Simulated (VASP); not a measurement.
A run of VASP 6.6.1:

The input INCAR:

```
SYSTEM = BaLiF3
ALGO = Fast
EDIFF = 1E-6
ENCUT = 520
GGA = CA
ISIF = 2
ISMEAR = 0
LASPH = .True.
LCHARG = .False.
LREAL = .False.
LWAVE = .False.
NBANDS = 25
NELM = 100
PREC = Accurate
SIGMA = 0.05
```

File KPOINTS:

```
k-points
0
Gamma
  6 6 6
  0 0 0
```

Contents of POSCAR:

```
BaLiF3
1.0
    4.3874398040      0.0000000000      0.0000000000
    0.0000000000      4.3874398040      0.0000000000
    0.0000000000      0.0000000000      3.9885816400
Ba Li F
1 1 3
Direct
    0.0000000000      0.0000000000      0.0000000000
    0.5000000000      0.5000000000      0.5000000000
    0.0000000000      0.5000000000      0.5000000000
    0.5000000000      0.5000000000      0.0000000000
    0.5000000000      0.0000000000      0.5000000000
```

Potentials or basis: VASP PAW LDA potentials, release 64 (Ba_sv, Li_sv, F).

Run with:

```bash
$ cat potpaw_LDA.64/Ba_sv/POTCAR potpaw_LDA.64/Li_sv/POTCAR potpaw_LDA.64/F/POTCAR > POTCAR
$ mpirun -np 1 vasp_std > vasp.out
```

Hardware: 1 thread of AMD EPYC 9R45 (Zen 5), with other jobs on the host.

**Question.** Estimate the wall time of this run.

**Answer.** Run time: 95 s on 1 thread of AMD EPYC 9R45 (Zen 5) (shared host), peak memory 0.18 GiB. Counts: scf iterations 31, k points 40.
